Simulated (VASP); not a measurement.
VASP ran on this input.

**INCAR**
```
! general
SYSTEM   =  TaC
PREC     =  Accurate
ENCUT    =  520
LREAL    =  .FALSE.
LASPH    =  .TRUE.
NBANDS   =  9

! electronic loop
EDIFF    =  1E-6
NELM     =  100
ALGO     =  Normal
LMAXMIX  =  6

! smearing
ISMEAR   =  1
SIGMA    =  0.1

! functional
GGA      =  PE

! ions
ISIF     =  2

! output
LWAVE    =  .FALSE.
LCHARG   =  .FALSE.
```

**POSCAR**
```
TaC
1
    0.0000000000     2.2300000000     2.2300000000
    2.2300000000     0.0000000000     2.2300000000
    2.2300000000     2.2300000000     0.0000000000
Ta C
1 1
Direct
  0.0000000000   0.0000000000   0.0000000000
  0.5000000000   0.5000000000   0.5000000000
```

KPOINTS:
```
Automatic mesh
0
Gamma
13 13 13
0 0 0
```

POTCAR, in this order: Ta_pv C (PBE.64 set). Program: vasp_std.

Question: Write an equivalent input for Ansatz.

Answer: One equivalent input (not run):
Ansatz 0.2 input:
```yaml
crystal:
  lattice:
    - [0.0000000, 2.2300000, 2.2300000]
    - [2.2300000, 0.0000000, 2.2300000]
    - [2.2300000, 2.2300000, 0.0000000]
  atoms:
    - { symbol: Ta, position: [0.0000000, 0.0000000, 0.0000000] }
    - { symbol: C, position: [0.5000000, 0.5000000, 0.5000000] }
kpoints:
  mp_grid: { grid: [13, 13, 13] }
hamiltonian:
  xc: pbe
  pseudopotentials: { kind: paw }
scf:
  occupations: { method: methfessel_paxton, width: 0.1 }
  max_iter: 100
output: { forces: true, stress: true, eigenvalues: true }
```
Limits of the translation: each code has its own PAW files, so the cut-off isn't converted (ENCUT is set for VASP's; basis.ecutwfc is left out, and Ansatz then takes the one that its files recommend); Ansatz stops its SCF on the density residual and VASP on the energy change (EDIFF); the number of bands isn't carried over, since the valence differs with the files.

The compound is TaC in the rock salt structure. The cell was not relaxed at this level. The run is one of a series of settings (NBANDS = 9 against the base run), some of them coarse on purpose.
